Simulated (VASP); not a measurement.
These are PBE GGA, VASP's PBE PAW potentials (set 64) (plane waves; VASP 6.6.1) values and carry that method's errors.

VASP ran on this input.

POSCAR:
```
InP
1
    0.0000000000     2.9350000000     2.9350000000
    2.9350000000     0.0000000000     2.9350000000
    2.9350000000     2.9350000000     0.0000000000
In P
1 1
Direct
  0.0000000000   0.0000000000   0.0000000000
  0.2500000000   0.2500000000   0.2500000000
```

**KPOINTS**
```
Automatic mesh
0
Gamma
7 7 7
0 0 0
```

**INCAR**
```
! general
SYSTEM =InP
PREC   =Accurate
ENCUT  =350   ! plane-wave cut-off (eV)
LREAL  =.FALSE.
LASPH  =.TRUE.   ! aspherical one-centre terms

! electronic loop
EDIFF  =1E-6
NELM   =100   ! most electronic steps
ALGO   =Normal
LMAXMIX=4   ! l cut-off of mixed one-centre charges

! smearing
ISMEAR =0   ! Gaussian
SIGMA  =0.05

! functional
GGA    =PE

! ions
IBRION =2   ! conjugate gradients
NSW    =60
ISIF   =3   ! ions, shape and volume
EDIFFG =-0.01

! output
LWAVE  =.FALSE.
LCHARG =.FALSE.
```

POTCAR, in this order: In_d P (PBE.64 set). Program: vasp_std.

What VASP printed:

OUTCAR:
```
 ion  position               nearest neighbor table
   1  0.000  0.000  0.000-   2 2.54   2 2.54   2 2.54   2 2.54
   2  0.250  0.250  0.250-   1 2.54   1 2.54   1 2.54   1 2.54
  LATTYP: Found a face centered cubic cell.
 ALAT       =     5.8700000000
 Subroutine PRICEL returns:
 Original cell was already a primitive cell.
 Subroutine GETGRP returns: Found 24 space group operations
The static configuration has the point symmetry T_d .
The dynamic configuration has the point symmetry T_d .
 Subroutine INISYM returns: Found 24 space group operations
 Subroutine IBZKPT returns following result:
 Found     20 irreducible k-points:

 Following reciprocal coordinates:
            Coordinates               Weight
  0.000000  0.000000  0.000000      1.000000
  0.142857  0.000000  0.000000      8.000000
  0.285714  0.000000  0.000000      8.000000
  0.428571  0.000000  0.000000      8.000000
  0.142857  0.142857  0.000000      6.000000
  0.285714  0.142857  0.000000     24.000000
  0.428571  0.142857  0.000000     24.000000
 -0.428571  0.142857  0.000000     24.000000
 -0.285714  0.142857  0.000000     24.000000
...
```

### OSZICAR
```
       N       E                     dE             d eps       ncg     rms          rms(c)
DAV:   1     0.964049511478E+02    0.96405E+02   -0.69265E+03   525   0.117E+03
DAV:   2    -0.237330465698E+01   -0.98778E+02   -0.96330E+02   555   0.278E+02
DAV:   3    -0.864009138669E+01   -0.62668E+01   -0.62300E+01   688   0.791E+01
DAV:   4    -0.879593646907E+01   -0.15585E+00   -0.15576E+00   625   0.140E+01
DAV:   5    -0.880188992497E+01   -0.59535E-02   -0.59531E-02   713   0.224E+00    0.565E+00
DAV:   6    -0.840786886182E+01    0.39402E+00   -0.74433E-01   773   0.155E+01    0.347E+00
DAV:   7    -0.837956974463E+01    0.28299E-01   -0.20107E-01   711   0.392E+00    0.125E+00
DAV:   8    -0.837975909553E+01   -0.18935E-03   -0.17112E-02   660   0.192E+00    0.370E-01
DAV:   9    -0.838047633341E+01   -0.71724E-03   -0.22316E-03   653   0.720E-01    0.195E-01
DAV:  10    -0.838052408321E+01   -0.47750E-04   -0.21283E-04   716   0.129E-01    0.135E-01
DAV:  11    -0.838056883818E+01   -0.44755E-04   -0.31619E-05   595   0.448E-02    0.524E-02
DAV:  12    -0.838058488551E+01   -0.16047E-04   -0.47055E-05   583   0.120E-01    0.218E-02
DAV:  13    -0.838058508075E+01   -0.19523E-06   -0.20569E-06   571   0.146E-02
   1 F= -.83805851E+01 E0= -.83805851E+01  d E =-.838059E+01
       N       E                     dE             d eps       ncg     rms          rms(c)
DAV:   1    -0.896670127936E+01   -0.58612E+00   -0.15626E+01   650   0.923E+01    0.472E+00
DAV:   2    -0.848813422277E+01    0.47857E+00   -0.92952E-01   670   0.227E+01    0.186E+00
DAV:   3    -0.839498672528E+01    0.93147E-01   -0.31405E-01   670   0.125E+01    0.946E-01
DAV:   4    -0.839496184547E+01    0.24880E-04   -0.11664E-02   540   0.116E+00    0.737E-01
DAV:   5    -0.839321388344E+01    0.17480E-02   -0.14279E-03   613   0.426E-01    0.336E-01
DAV:   6    -0.839292824548E+01    0.28564E-03   -0.56048E-04   660   0.244E-01    0.350E-02
DAV:   7    -0.839292968450E+01   -0.14390E-05   -0.62570E-05   655   0.123E-01    0.106E-02
DAV:   8    -0.839293131764E+01   -0.16331E-05   -0.12089E-05   670   0.739E-02    0.687E-03
DAV:   9    -0.839293050549E+01    0.81215E-06   -0.10561E-06   360   0.190E-02
   2 F= -.83929305E+01 E0= -.83929305E+01  d E =-.123454E-01
       N       E                     dE             d eps       ncg     rms          rms(c)
DAV:   1    -0.846803081215E+01   -0.75099E-01   -0.17367E+00   645   0.279E+01    0.180E+00
DAV:   2    -0.840732182064E+01    0.60709E-01   -0.12955E-01   645   0.936E+00    0.613E-01
DAV:   3    -0.839744866268E+01    0.98732E-02   -0.30012E-02   670   0.398E+00    0.371E-01
DAV:   4    -0.839739530793E+01    0.53355E-04   -0.11110E-03   563   0.332E-01    0.269E-01
DAV:   5    -0.839727302512E+01    0.12228E-03   -0.17931E-04   649   0.146E-01    0.808E-02
DAV:   6    -0.839728569146E+01   -0.12666E-04   -0.58341E-05   790   0.104E-01    0.236E-02
DAV:   7    -0.839727984082E+01    0.58506E-05   -0.70195E-06   624   0.380E-02    0.434E-03
DAV:   8    -0.839727925237E+01    0.58845E-06   -0.37462E-07   305   0.759E-03
   3 F= -.83972793E+01 E0= -.83972793E+01  d E =-.166942E-01
```

**OUTCAR**
```
------------------------ aborting loop because EDIFF is reached ----------------------------------------
  FORCE on cell =-STRESS in cart. coord.  units (eV):
  Direction    XX          YY          ZZ          XY          YZ          ZX
  --------------------------------------------------------------------------------------
  Total        0.0029956      0.0029956      0.0029956      0.0000000     -0.0000000     -0.0000000
  in kB        0.0911994      0.0911994      0.0911994      0.0000000     -0.0000000     -0.0000000
  external PRESSURE =       0.0911994 kB  Pullay stress =       0.0000000 kB
  volume of cell :       52.63
      direct lattice vectors                 reciprocal lattice vectors
     0.000000000  2.974329972  2.974329972    -0.168105087  0.168105087  0.168105087
     2.974329972  0.000000000  2.974329972     0.168105087 -0.168105087  0.168105087
     2.974329972  2.974329972 -0.000000000     0.168105087  0.168105087 -0.168105087
  FREE ENERGIE OF THE ION-ELECTRON SYSTEM (eV)
  ---------------------------------------------------
  free  energy   TOTEN  =        -8.3972792524 eV

  energy  without entropy=       -8.3972792524  energy(sigma->0) =       -8.39727925

 reached required accuracy - stopping structural energy minimisation
```
(Selected blocks of OUTCAR.)

### CONTCAR
```
InP
   1.00000000000000
     0.0000000000000000    2.9743299722461076    2.9743299722461076
     2.9743299722461076    0.0000000000000000    2.9743299722461076
     2.9743299722461076    2.9743299722461076   -0.0000000000000000
  In              P
     1     1
Direct
     0.0000000000000000    0.0000000000000000    0.0000000000000000
     0.2500000000000000    0.2500000000000000    0.2500000000000000
```

### OUTCAR
```
 val. band max:        4.7167447826   @ k =   0.0000   0.0000   0.0000

 cond. band min:       5.1834359442   @ k =   0.0000   0.0000   0.0000


 Fermi energy:         4.9247712917

 k-point     1 :       0.0000    0.0000    0.0000
  band No.  band energies     occupation
      1      -9.3827      2.00000
      2      -9.3827      2.00000
      3      -9.3827      2.00000
      4      -9.2516      2.00000
      5      -9.2516      2.00000
      6      -6.5060      2.00000
      7       4.7167      2.00000
      8       4.7167      2.00000
      9       4.7167      2.00000
     10       5.1834      0.00000
     11       8.8047      0.00000
     12       8.8047      0.00000
     13       8.8047      0.00000

 k-point     2 :       0.1429    0.0000    0.0000
  band No.  band energies     occupation
      1      -9.4030      2.00000
      2      -9.3745      2.00000
      3      -9.3745      2.00000
      4      -9.2514      2.00000
      5      -9.2514      2.00000
      6      -6.2902      2.00000
      7       2.9038      2.00000
      8       4.4989      2.00000
      9       4.4989      2.00000
     10       6.2793      0.00000
     11       9.0005      0.00000
     12       9.1324      0.00000
     13       9.1324      0.00000

 k-point     3 :       0.2857    0.0000    0.0000
  band No.  band energies     occupation
      1      -9.4454      2.00000
      2      -9.3591      2.00000
      3      -9.3591      2.00000
      4      -9.2481      2.00000
      5      -9.2481      2.00000
      6      -5.7062      2.00000
      7       0.8799      2.00000
      8       4.1029      2.00000
      9       4.1029      2.00000
     10       6.3324      0.00000
     11       9.5351      0.00000
     12       9.5351      0.00000
     13      10.3118      0.00000

 k-point     4 :       0.4286    0.0000    0.0000
  band No.  band energies     occupation
      1      -9.4777      2.00000
      2      -9.3505      2.00000
      3      -9.3505      2.00000
...
```

Energy and stress use the plane-wave basis of the starting cell. Unless said otherwise, spin-orbit coupling is left out, though it shifts the bands of the heavy elements here.

The compound is InP in the zinc blende structure. This run relaxes it. Symmetry was kept, so distortions that lower it aren't found.
